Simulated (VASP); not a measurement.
Computed with MS2 meta-GGA, VASP's PBE PAW potentials (set 64) (plane waves; VASP 6.6.1).

VASP ran on this input.

File POSCAR:
```
NaF
1
    0.0000000000     2.2663921767     2.2663921767
    2.2663921767     0.0000000000     2.2663921767
    2.2663921767     2.2663921767     0.0000000000
Na F
1 1
Direct
  0.0000000000   0.0000000000   0.0000000000
  0.5000000000   0.5000000000   0.5000000000
```

**INCAR**
```
# general
SYSTEM  = NaF
PREC    = Accurate
ENCUT   = 520
LREAL   = .False.
LASPH   = .True.

# electronic loop
EDIFF   = 1E-7
NELM    = 100
ALGO    = Normal
LMIXTAU = .True.

# smearing
ISMEAR  = 0
SIGMA   = 0.05

# functional
METAGGA = MS2

# ions
ISIF    = 2

# output
LWAVE   = .False.
LCHARG  = .False.
```

### KPOINTS
```
Automatic mesh
0
Gamma
10 10 10
0 0 0
```

POTCAR, in this order: Na_pv F (PBE.64 set). Program: vasp_std.

What VASP printed:

File OUTCAR:
```
 ion  position               nearest neighbor table
   1  0.000  0.000  0.000-   2 2.27   2 2.27   2 2.27   2 2.27   2 2.27   2 2.27
   2  0.500  0.500  0.500-   1 2.27   1 2.27   1 2.27   1 2.27   1 2.27   1 2.27
  LATTYP: Found a face centered cubic cell.
 ALAT       =     4.5327843534
 Subroutine PRICEL returns:
 Original cell was already a primitive cell.
 Subroutine GETGRP returns: Found 48 space group operations
The static configuration has the point symmetry O_h .
The dynamic configuration has the point symmetry O_h .
 Subroutine INISYM returns: Found 48 space group operations
 Subroutine IBZKPT returns following result:
 Found     47 irreducible k-points:

 Following reciprocal coordinates:
            Coordinates               Weight
  0.000000  0.000000  0.000000      1.000000
  0.100000  0.000000  0.000000      8.000000
  0.200000  0.000000  0.000000      8.000000
  0.300000  0.000000  0.000000      8.000000
  0.400000  0.000000  0.000000      8.000000
  0.500000  0.000000  0.000000      4.000000
  0.100000  0.100000  0.000000      6.000000
  0.200000  0.100000  0.000000     24.000000
  0.300000  0.100000  0.000000     24.000000
  0.400000  0.100000  0.000000     24.000000
  0.500000  0.100000  0.000000     24.000000
 -0.400000  0.100000  0.000000     24.000000
 -0.300000  0.100000  0.000000     24.000000
 -0.200000  0.100000  0.000000     24.000000
 -0.100000  0.100000  0.000000     12.000000
  0.200000  0.200000  0.000000      6.000000
  0.300000  0.200000  0.000000     24.000000
  0.400000  0.200000  0.000000     24.000000
  0.500000  0.200000  0.000000     24.000000
 -0.400000  0.200000  0.000000     24.000000
 -0.300000  0.200000  0.000000     24.000000
 -0.200000  0.200000  0.000000     12.000000
  0.300000  0.300000  0.000000      6.000000
  0.400000  0.300000  0.000000     24.000000
  0.500000  0.300000  0.000000     24.000000
 -0.400000  0.300000  0.000000     24.000000
 -0.300000  0.300000  0.000000     12.000000
  0.400000  0.400000  0.000000      6.000000
  0.500000  0.400000  0.000000     24.000000
 -0.400000  0.400000  0.000000     12.000000
  0.500000  0.500000  0.000000      3.000000
  0.300000  0.200000  0.100000     24.000000
  0.400000  0.200000  0.100000     48.000000
  0.500000  0.200000  0.100000     48.000000
 -0.400000  0.200000  0.100000     24.000000
  0.400000  0.300000  0.100000     24.000000
  0.500000  0.300000  0.100000     48.000000
 -0.400000  0.300000  0.100000     48.000000
 -0.300000  0.300000  0.100000     48.000000
 -0.200000  0.300000  0.100000     24.000000
   k-points           NKPTS =     47   k-points in BZ     NKDIM =     47   number of bands    NBANDS=     11
   number of dos      NEDOS =    301   number of ions     NIONS =      2
   total plane-waves  NPLWV =  13824
   dimension x,y,z NGX =    24 NGY =   24 NGZ =   24
   dimension x,y,z NGXF=    48 NGYF=   48 NGZF=   48
   ions per type =               1   1
   PREC   = accura    normal or accurate (medium, high low for compatibility)
   ISTART =      0    job   : 0-new  1-cont  2-samecut
   ICHARG =      2    charge: 1-file 2-atom 10-const
   ISPIN  =      1    spin polarized calculation?
   LNONCOLLINEAR =      F non collinear calculations
   LSORBIT =      F    spin-orbit coupling
   INIWAV =      1    electr: 0-lowe 1-rand  2-diag
   ENCUT  =  520.0 eV  38.22 Ry    6.18 a.u.   5.96  5.96  5.96*2*pi/ulx,y,z
   NELM   =    100;   NELMIN=  2; NELMDL= -5     # of ELM steps
   EDIFF  = 0.1E-06   stopping-criterion for ELM
   LREAL  =      F    real-space projection
   NLSPLINE    = F    spline interpolate recip. space projectors
   LMAXMIX     =    2 max onsite mixed and CHGCAR
...
```

**OSZICAR**
```
       N       E                     dE             d eps       ncg     rms          rms(c)
DAV:   1     0.101134430104E+03    0.10113E+03   -0.81994E+03  1063   0.156E+03
DAV:   2    -0.121183077530E+02   -0.11325E+03   -0.10554E+03  1132   0.371E+02
DAV:   3    -0.175137029613E+02   -0.53954E+01   -0.53795E+01  1190   0.831E+01
DAV:   4    -0.175553515837E+02   -0.41649E-01   -0.41645E-01  1145   0.807E+00
DAV:   5    -0.175557879910E+02   -0.43641E-03   -0.43639E-03  1187   0.837E-01    0.527E+00
DAV:   6    -0.146683684160E+02    0.28874E+01   -0.19890E+00  1034   0.200E+01    0.169E+00
DAV:   7    -0.178213758547E+02   -0.31530E+01   -0.71353E+00  1034   0.297E+01    0.430E+00
DAV:   8    -0.190969257556E+02   -0.12755E+01   -0.78632E-02  1190   0.378E+00    0.482E+00
DAV:   9    -0.148928454170E+02    0.42041E+01   -0.65672E+00  1088   0.322E+01    0.342E+00
DAV:  10    -0.142402973480E+02    0.65255E+00   -0.76427E-01  1034   0.113E+01    0.144E+00
DAV:  11    -0.142729869800E+02   -0.32690E-01   -0.21665E-02  1043   0.214E+00    0.139E+00
DAV:  12    -0.143181061781E+02   -0.45119E-01   -0.55781E-02  1034   0.338E+00    0.808E-01
DAV:  13    -0.143009499230E+02    0.17156E-01   -0.23747E-02  1040   0.172E+00    0.345E-01
DAV:  14    -0.143104718916E+02   -0.95220E-02   -0.56949E-03  1034   0.108E+00    0.294E-01
DAV:  15    -0.143096307686E+02    0.84112E-03   -0.67324E-03  1232   0.942E-01    0.348E-02
DAV:  16    -0.143094175588E+02    0.21321E-03   -0.31052E-04  1052   0.231E-01    0.120E-02
DAV:  17    -0.143095663705E+02   -0.14881E-03   -0.21077E-04  1140   0.218E-01    0.376E-02
DAV:  18    -0.143096076691E+02   -0.41299E-04   -0.16802E-04  1037   0.162E-01    0.672E-03
DAV:  19    -0.143096076643E+02    0.47935E-08   -0.62921E-06  1157   0.327E-02    0.236E-03
DAV:  20    -0.143096036141E+02    0.40502E-05   -0.35130E-06  1037   0.255E-02    0.159E-03
DAV:  21    -0.143096050242E+02   -0.14101E-05   -0.72745E-08  1178   0.379E-03    0.166E-03
DAV:  22    -0.143096051724E+02   -0.14821E-06   -0.34986E-07  1034   0.780E-03    0.166E-04
DAV:  23    -0.143096056617E+02   -0.48932E-06   -0.10153E-08   565   0.163E-03    0.124E-04
DAV:  24    -0.143096056673E+02   -0.56182E-08   -0.16556E-09   529   0.599E-04
   1 F= -.14309606E+02 E0= -.14309606E+02  d E =-.253849E-12
```

File OUTCAR:
```
------------------------ aborting loop because EDIFF is reached ----------------------------------------
  FORCE on cell =-STRESS in cart. coord.  units (eV):
  Direction    XX          YY          ZZ          XY          YZ          ZX
  --------------------------------------------------------------------------------------
  Total        0.3869849      0.3869849      0.3869849      0.0000000     -0.0000000      0.0000000
  in kB       26.6298919     26.6298919     26.6298919      0.0000000     -0.0000000      0.0000000
  external PRESSURE =      26.6298919 kB  Pullay stress =       0.0000000 kB
  volume of cell :       23.28
      direct lattice vectors                 reciprocal lattice vectors
     0.000000000  2.266392177  2.266392177    -0.220614951  0.220614951  0.220614951
     2.266392177  0.000000000  2.266392177     0.220614951 -0.220614951  0.220614951
     2.266392177  2.266392177  0.000000000     0.220614951  0.220614951 -0.220614951
  FREE ENERGIE OF THE ION-ELECTRON SYSTEM (eV)
  ---------------------------------------------------
  free  energy   TOTEN  =       -14.3096056673 eV

  energy  without entropy=      -14.3096056673  energy(sigma->0) =      -14.30960567
```
(Selected blocks of OUTCAR.)

The compound is NaF in the rock salt structure. This cell is one point of a volume scan, at 0.97 of the reference volume.
